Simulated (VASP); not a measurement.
A run of VASP 6.6.1 is set up as follows.

INCAR

```
ALGO = Fast
DIPOL = 0.5 0.5 0.500
EDIFF = 1E-7
ENCUT = 520
GGA = PE
IDIPOL = 3
ISIF = 2
ISMEAR = 0
IVDW = 12
LASPH = True
LCHARG = False
LDIPOL = True
LREAL = False
LWAVE = False
NBANDS = 49
NELM = 100
PREC = Accurate
SIGMA = 0.01
```

Contents of KPOINTS:

```
k-points
0
Gamma
  12 12 1
```

The input POSCAR:

```
WS2
1.0
    3.1560478611      0.0000000000      0.0000000000
   -1.5780239305      2.7332176233      0.0000000000
    0.0000000000      0.0000000000     56.5862238292
S W
6 3
Direct
    0.3333333333      0.6666666667      0.3647413247
    0.3333333333      0.6666666667      0.4204337277
    0.6666666667      0.3333333333      0.4721831040
    0.6666666667      0.3333333333      0.5278168960
    0.3333333333      0.6666666667      0.5795662723
    0.3333333333      0.6666666667      0.6352586753
    0.6666666667      0.3333333333      0.3926038123
    0.3333333333      0.6666666667      0.5000000000
    0.6666666667      0.3333333333      0.6073961877
```

Potentials or basis: VASP PAW PBE potentials, release 64 (S, W_sv).

Run with:

```sh
$ cat potpaw_PBE.64/S/POTCAR potpaw_PBE.64/W_sv/POTCAR > POTCAR
$ mpirun -np 1 vasp_std > vasp.out
```

Task: Predict the largest force.

Result: 0.005 eV/Å.

Task: What does it give for the dispersion energy per atom?

Result: -0.391 eV.

Task: Predict the band gap on the k mesh.

Result: 1.15 eV, indirect (least direct gap 1.86 eV).

Forces in eV/Å, atoms in the order of the input:
```
S    0.000  0.000 -0.005
S    0.000  0.000  0.003
S    0.000  0.000 -0.005
S    0.000  0.000  0.005
S    0.000  0.000 -0.003
S    0.000  0.000  0.005
W    0.000  0.000  0.000
W    0.000  0.000  0.000
W    0.000  0.000  0.000
```

Caveat: spin-orbit coupling is left out, which moves the levels of the heavy elements.
